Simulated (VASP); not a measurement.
# WC (Qusongite): convergence with the PAW data sets and SCF threshold, part 2 of 2

A convergence test on WC (Qusongite): the PAW data sets and SCF threshold. The atoms are off their equilibrium sites, so that forces can be compared too. The series runs use r2SCAN. The atoms of the start are displaced at random from the sites of a P-6m2 cell.

VASP 6.6.1, plane waves and PAW; the level of theory is named at each step.

Still holding for the runs below: The k-mesh is coarse for a metal.

So far. Step 6 (PAW data sets: hard 64: W C h): With 10 valence electrons the pressure is 0.78 GPa, -0.16 GPa from the first of the series, after 13 cycles in 4.9 min. Step 7 (PAW data sets: soft 64: W C s): With 10 valence electrons the pressure is 0.93 GPa, -0.01 GPa from the first of the series, after 13 cycles in 90 s.

**8. The PAW data sets series as a table**

This step: convergence of r2SCAN results with the datasets; plane waves and PAW (VASP 6.6.1).

Derived from the runs above.

Differences are taken from the run with minimal 64: W C. Results of the series, by row:

| setting | status | pressure (GPa) | largest force difference (meV/Å) | SCF cycles | wall time (s) |
| --- | --- | --- | --- | --- | --- |
| minimal 64: W C, 520 eV | converged | 0.9399 | 0 | 12 | 161 |
| recommended 54: W C, 520 eV | converged | 0.9399 | 0 | 12 | 152 |
| materialsproject 64: W_sv C, 520 eV | converged | 4.066 | 3.109 | 13 | 219.1 |
| gw 64: W_sv_GW C_GW, 540 eV | converged | 0.6252 | 5.9 | 13 | 233 |
| hard 64: W C_h, 970 eV | converged | 0.7783 | 0.8 | 13 | 296.1 |
| soft 64: W C_s, 400 eV | converged | 0.9307 | 1.931 | 13 | 90 |

**9. SCF threshold: EDIFF = 0.01**

This step: r2SCAN; plane waves and PAW (W, C) (VASP 6.6.1).

EDIFF stops the electronic loop; forces need it tighter than energies do.

INCAR

```
SYSTEM = WC
PREC = Accurate
ENCUT = 520
EDIFF = 0.01
NELM = 100
ISMEAR = -1
SIGMA = 0.05
LREAL = .FALSE.
ALGO = Normal
METAGGA = R2SCAN
LASPH = .TRUE.
NBANDS = 11
LORBIT = 11
LWAVE = .FALSE.
LCHARG = .FALSE.
KPAR = 2
ISIF = 2
```

POSCAR

```
WC
1.0
    2.9065000000      0.0000000000      0.0000000000
   -1.4532500000      2.5171028361      0.0000000000
    0.0000000000      0.0000000000      2.8366000000
W C
1 1
Direct
    0.0059450000      0.0066780000      0.0194740000
    0.6820890000      0.3248480000      0.5199400000
```

KPOINTS

```
Automatic mesh
0
Gamma
9 9 8
0 0 0
```

Potentials, in the order of the species: W and C (PBE family, release 64).

On the command line:

```sh
$ mpirun -np 2 vasp_std
```

The program printed:

```text
[... set-up lines as in an earlier step ...]
 entering main loop
       N       E                     dE             d eps       ncg     rms          rms(c)
[... 4 cycles as in an earlier step ...]
DAV:   5    -0.647628277143E+02   -0.54236E-04   -0.54235E-04  7375   0.216E-01    0.314E+01
DAV:   6    -0.616587897245E+02    0.31040E+01   -0.10817E+01  8318   0.203E+01    0.113E+01
DAV:   7    -0.617236397199E+02   -0.64850E-01   -0.51182E-01  7649   0.605E+00    0.825E+00
DAV:   8    -0.617133229353E+02    0.10317E-01   -0.69197E-02  8125   0.198E+00    0.237E+00
DAV:   9    -0.617098987796E+02    0.34242E-02   -0.46656E-03  3806   0.567E-01
   1 F= -.61709899E+02 E0= -.61708490E+02  d E =-.281746E-02
```

Run time: 99 s. Hardware: 2 MPI ranks of AMD EPYC 7R43, shared host; peak memory 0.35 GiB; 3.3 min of CPU time.

Parts of OUTCAR (step 9):

```text
   NELECT =      10.0000    total number of electrons

 E-fermi :   8.1931

 k-point     1 :       0.0000    0.0000    0.0000
  band No.  band energies     occupation
      1      -7.0617      2.00000
      2       3.6584      2.00000
      3       4.6244      2.00000
      4       4.8155      2.00000
      5       8.2902      0.25093
      6      11.4592      0.00000
      7      11.5990      0.00000
      8      13.6501      0.00000
      9      14.4843      0.00000
    ...

  Total        0.4282901      0.0475575      0.0899153     -0.2393512     -0.0027940      0.0038704
  in kB       33.0658133      3.6716426      6.9418418    -18.4789259     -0.2157098      0.2988090
  external PRESSURE =      14.5597659 kB  Pullay stress =       0.0000000 kB

 POSITION                                       TOTAL-FORCE (eV/Angst)
 -----------------------------------------------------------------------------------
      0.00757      0.01681      0.05524         0.854857     -0.634994      0.018560
      1.51041      0.81768      1.47486        -0.854857      0.634994     -0.018560
 -----------------------------------------------------------------------------------
    total drift:                                0.001738     -0.001208      0.000045

  FREE ENERGIE OF THE ION-ELECTRON SYSTEM (eV)
  ---------------------------------------------------
  free  energy   TOTEN  =       -61.7098987796 eV

  energy  without entropy=      -61.7070813150  energy(sigma->0) =      -61.70849005

[... 8 parts as in an earlier step ...]

[... 9 further parts left out ...]
```

This step gave:

- SCF cycles: 9
- free energy (TOTEN): -61.7099 eV
- energy at zero smearing: -61.7085 eV
- Fermi energy: 8.193 eV
- pressure: 1.456 GPa

The series starts at -30.8542 eV an atom and 1.46 GPa, after 9 cycles in 99 s.

**10. SCF threshold: EDIFF = 0.001**

Changes to INCAR since step 9:

```diff
@@ -3,3 +3,3 @@
 ENCUT = 520
-EDIFF = 0.01
+EDIFF = 0.001
 NELM = 100
```

POSCAR is that of step 9.

KPOINTS is that of step 9.

On the command line:

```sh
$ mpirun -np 2 vasp_std
```

The program printed:

```text
[... set-up lines as in an earlier step ...]
 entering main loop
       N       E                     dE             d eps       ncg     rms          rms(c)
[... 4 cycles as in an earlier step ...]
DAV:   5    -0.647628295996E+02   -0.56121E-04   -0.56121E-04  8688   0.216E-01    0.314E+01
DAV:   6    -0.616587353707E+02    0.31041E+01   -0.10820E+01  8302   0.203E+01    0.113E+01
DAV:   7    -0.617236430650E+02   -0.64908E-01   -0.51248E-01  7649   0.606E+00    0.825E+00
DAV:   8    -0.617133320343E+02    0.10311E-01   -0.69245E-02  8125   0.198E+00    0.238E+00
DAV:   9    -0.617099241906E+02    0.34078E-02   -0.49342E-03  7990   0.567E-01    0.379E-01
DAV:  10    -0.617101056039E+02   -0.18141E-03   -0.28823E-04  3947   0.141E-01
   1 F= -.61710106E+02 E0= -.61708711E+02  d E =-.278863E-02
```

Elapsed: 1.9 min, on 2 MPI ranks; peak memory 0.36 GiB; 3.7 min of CPU time.

Parts of OUTCAR (step 10):

```text
  Total        0.3485559     -0.0264917      0.0581609     -0.2357049     -0.0027647      0.0038444
  in kB       26.9099980     -2.0452723      4.4902660    -18.1974223     -0.2134488      0.2968025
  external PRESSURE =       9.7849972 kB  Pullay stress =       0.0000000 kB

 POSITION                                       TOTAL-FORCE (eV/Angst)
 -----------------------------------------------------------------------------------
      0.00757      0.01681      0.05524         0.857205     -0.637030      0.018659
      1.51041      0.81768      1.47486        -0.857205      0.637030     -0.018659
 -----------------------------------------------------------------------------------
    total drift:                               -0.000610      0.000506     -0.000016

  FREE ENERGIE OF THE ION-ELECTRON SYSTEM (eV)
  ---------------------------------------------------
  free  energy   TOTEN  =       -61.7101056039 eV

  energy  without entropy=      -61.7073169736  energy(sigma->0) =      -61.70871129

[... 2 parts as in an earlier step ...]

[... 1 further part left out ...]
[key lines of the parts left out:]
E-fermi :   8.1940
```

Against the run before the energy moves by -0.11 meV an atom and the pressure by -0.48 GPa, after 10 cycles in 1.9 min.

**11. SCF threshold: EDIFF = 1E-04**

Changes to INCAR since step 10:

```diff
@@ -3,3 +3,3 @@
 ENCUT = 520
-EDIFF = 0.001
+EDIFF = 1E-04
 NELM = 100
```

POSCAR is that of step 10.

KPOINTS is that of step 10.

On the command line:

```sh
$ mpirun -np 2 vasp_std
```

The program printed:

```text
[... set-up lines as in an earlier step ...]
 entering main loop
       N       E                     dE             d eps       ncg     rms          rms(c)
[... 9 cycles as in an earlier step ...]
DAV:  10    -0.617101066701E+02   -0.18248E-03   -0.29888E-04  8140   0.141E-01    0.801E-02
DAV:  11    -0.617100966398E+02    0.10030E-04   -0.20819E-05  3938   0.317E-02
   1 F= -.61710097E+02 E0= -.61708692E+02  d E =-.280889E-02
```

Wall time 2.3 min (2 MPI ranks); peak memory 0.35 GiB.

Parts of OUTCAR (step 11):

```text
  Total        0.3470019     -0.0283766      0.0462100     -0.2358916     -0.0027585      0.0038369
  in kB       26.7900240     -2.1907947      3.5676117    -18.2118335     -0.2129706      0.2962218
  external PRESSURE =       9.3889470 kB  Pullay stress =       0.0000000 kB

 POSITION                                       TOTAL-FORCE (eV/Angst)
 -----------------------------------------------------------------------------------
      0.00757      0.01681      0.05524         0.856260     -0.636343      0.018600
      1.51041      0.81768      1.47486        -0.856260      0.636343     -0.018600
 -----------------------------------------------------------------------------------
    total drift:                                0.000048     -0.000031     -0.000004

  FREE ENERGIE OF THE ION-ELECTRON SYSTEM (eV)
  ---------------------------------------------------
  free  energy   TOTEN  =       -61.7100966398 eV

  energy  without entropy=      -61.7072877448  energy(sigma->0) =      -61.70869219

[... 2 parts as in an earlier step ...]

[... 1 further part left out ...]
[key lines of the parts left out:]
E-fermi :   8.1945
```

Against the run before the energy moves by +0.01 meV an atom and the pressure by -0.04 GPa, after 11 cycles in 2.3 min.

**12. SCF threshold: EDIFF = 1E-05**

Changes to INCAR since step 11:

```diff
@@ -3,3 +3,3 @@
 ENCUT = 520
-EDIFF = 1E-04
+EDIFF = 1E-05
 NELM = 100
```

POSCAR is that of step 11.

KPOINTS is that of step 11.

On the command line:

```sh
$ mpirun -np 2 vasp_std
```

The program printed:

```text
[... set-up lines as in an earlier step ...]
 entering main loop
       N       E                     dE             d eps       ncg     rms          rms(c)
[... 10 cycles as in an earlier step ...]
DAV:  11    -0.617100966421E+02    0.10028E-04   -0.20847E-05  5393   0.317E-02    0.538E-03
DAV:  12    -0.617100961022E+02    0.53982E-06   -0.22791E-06  3869   0.169E-02
   1 F= -.61710096E+02 E0= -.61708691E+02  d E =-.280953E-02
```

Run time: 2.3 min. Hardware: 2 MPI ranks; peak memory 0.36 GiB; 4.5 min of CPU time.

From OUTCAR (step 12):

```text
  Total        0.3495014     -0.0272603      0.0440064     -0.2367863     -0.0027609      0.0038388
  in kB       26.9829915     -2.1046142      3.3974831    -18.2809105     -0.2131552      0.2963680
  external PRESSURE =       9.4252868 kB  Pullay stress =       0.0000000 kB

 POSITION                                       TOTAL-FORCE (eV/Angst)
 -----------------------------------------------------------------------------------
      0.00757      0.01681      0.05524         0.855869     -0.636067      0.018581
      1.51041      0.81768      1.47486        -0.855869      0.636067     -0.018581
 -----------------------------------------------------------------------------------
    total drift:                                0.000393     -0.000295      0.000006

  FREE ENERGIE OF THE ION-ELECTRON SYSTEM (eV)
  ---------------------------------------------------
  free  energy   TOTEN  =       -61.7100961022 eV

  energy  without entropy=      -61.7072865672  energy(sigma->0) =      -61.70869133

[... 2 parts as in an earlier step ...]

[... 1 further part left out ...]
[key lines of the parts left out:]
E-fermi :   8.1943
```

Against the run before the energy stays within 0.01 meV an atom and the pressure within 0.01 GPa, after 12 cycles in 2.3 min.

**13. SCF threshold: EDIFF = 1E-06**

Changes to INCAR since step 12:

```diff
@@ -3,3 +3,3 @@
 ENCUT = 520
-EDIFF = 1E-05
+EDIFF = 1E-06
 NELM = 100
```

POSCAR is that of step 12.

KPOINTS is that of step 12.

On the command line:

```sh
$ mpirun -np 2 vasp_std
```

The program printed:

```text
[... set-up lines as in an earlier step ...]
 entering main loop
       N       E                     dE             d eps       ncg     rms          rms(c)
[... 12 cycles as in an earlier step ...]
   1 F= -.61710096E+02 E0= -.61708691E+02  d E =-.280908E-02
```

Wall time 2.2 min (2 MPI ranks); peak memory 0.36 GiB; 4.4 min of CPU time.

Parts of OUTCAR (step 13):

```text
[... 6 parts as in an earlier step ...]

[... 1 further part left out ...]
[key lines of the parts left out:]
E-fermi :   8.1943
```

Against the run before the energy stays within 0.01 meV an atom and the pressure within 0.01 GPa, after 12 cycles in 2.2 min.

**14. SCF threshold: EDIFF = 1E-08**

Changes to INCAR since step 13:

```diff
@@ -3,3 +3,3 @@
 ENCUT = 520
-EDIFF = 1E-06
+EDIFF = 1E-08
 NELM = 100
```

POSCAR is that of step 13.

KPOINTS is that of step 13.

On the command line:

```sh
$ mpirun -np 2 vasp_std
```

The program printed:

```text
[... set-up lines as in an earlier step ...]
 entering main loop
       N       E                     dE             d eps       ncg     rms          rms(c)
[... 11 cycles as in an earlier step ...]
DAV:  12    -0.617100959934E+02    0.69811E-06   -0.18221E-06  8172   0.138E-02    0.115E-02
DAV:  13    -0.617100958342E+02    0.15922E-06   -0.64569E-08  8302   0.184E-03    0.269E-03
DAV:  14    -0.617100959455E+02   -0.11136E-06   -0.14857E-08  5697   0.111E-03    0.642E-04
DAV:  15    -0.617100959383E+02    0.72662E-08   -0.81397E-10  3824   0.271E-04
   1 F= -.61710096E+02 E0= -.61708691E+02  d E =-.280988E-02
```

Run time: 2.7 min. Hardware: 2 MPI ranks; peak memory 0.36 GiB.

Parts of OUTCAR (step 14):

```text
  Total        0.3489411     -0.0276809      0.0430873     -0.2367006     -0.0027620      0.0038402
  in kB       26.9397374     -2.1370857      3.3265193    -18.2742913     -0.2132395      0.2964816
  external PRESSURE =       9.3763903 kB  Pullay stress =       0.0000000 kB

 POSITION                                       TOTAL-FORCE (eV/Angst)
 -----------------------------------------------------------------------------------
      0.00757      0.01681      0.05524         0.856070     -0.636218      0.018593
      1.51041      0.81768      1.47486        -0.856070      0.636218     -0.018593
 -----------------------------------------------------------------------------------
    total drift:                               -0.000041      0.000038     -0.000010

  FREE ENERGIE OF THE ION-ELECTRON SYSTEM (eV)
  ---------------------------------------------------
  free  energy   TOTEN  =       -61.7100959383 eV

  energy  without entropy=      -61.7072860630  energy(sigma->0) =      -61.70869100

[... 2 parts as in an earlier step ...]

[... 1 further part left out ...]
[key lines of the parts left out:]
E-fermi :   8.1943
```

Against the run before the energy stays within 0.01 meV an atom and the pressure within 0.01 GPa, after 15 cycles in 2.7 min.

**15. The SCF threshold series as a table**

This step: convergence of r2SCAN results with the threshold; plane waves and PAW (VASP 6.6.1).

Derived from the runs above.

Differences are taken from the run with EDIFF = 1E-08. Results of the series, by row:

| setting | status | energy less the reference (meV/atom) | pressure (GPa) | largest force difference (meV/Å) | SCF cycles | wall time (s) |
| --- | --- | --- | --- | --- | --- | --- |
| EDIFF = 0.01 | converged | 0.1005 | 1.456 | 1.224 | 9 | 99 |
| EDIFF = 0.001 | converged | -0.01014 | 0.9785 | 1.135 | 10 | 112 |
| EDIFF = 1E-04 | converged | -5.95e-4 | 0.9389 | 0.19 | 11 | 136 |
| EDIFF = 1E-05 | converged | -1.65e-4 | 0.9425 | 0.201 | 12 | 137 |
| EDIFF = 1E-06 | converged | -2.25e-4 | 0.9399 | 0.06 | 12 | 133 |
| EDIFF = 1E-08 | converged | 0 | 0.9376 | 0 | 15 | 161 |

**16. Outcome**

| Property | Result |
| --- | --- |
| spread of the pressure over the PAW data sets | 3.44 GPa |
| SCF threshold from which the energy stays within 10 meV/atom of the reference | EDIFF = 0.01 |
| SCF threshold from which the energy stays within 1 meV/atom of the reference | EDIFF = 0.01 |
| SCF threshold from which the pressure stays within 0.2 GPa of the reference | EDIFF = 0.001 |
| spread of the pressure over the SCF threshold | 0.518 GPa |
| spread of the energy over the SCF threshold | 0.111 meV/atom |

The choice of data set moves the pressure between 0.63 GPa (gw 64: W_sv_GW C_GW) and 4.07 GPa (materialsproject 64: W_sv C); the cutoffs differ too (400, 520, 540 and 970 eV). From EDIFF = 0.01 on, the energy stays within 1 meV an atom of the reference, at 61 % of its time. The pressure holds within 0.2 GPa from EDIFF = 0.001 on. The loosest stop saves 6 of 15 cycles and costs +0.1 meV an atom, +0.52 GPa, 1.2 meV/Å in forces. Data sets differ in their zero of energy, so energies are not compared.

[Lines on the potential files, build, host, timing and source positions are cut from VASP's logs without a mark.]

[Logs are printed without paths, hosts, clocks, repeated set-up lines and the standing remarks that a program may print on its own settings, such as how far it seeks lower states.]

[Hosts, paths, dates, database ids (printed as entryN), source tags and the programs' standing remarks are cut or masked in the printed files.]

[A measured line is paired with the nearest computed mode of its activity, which favours agreement.]
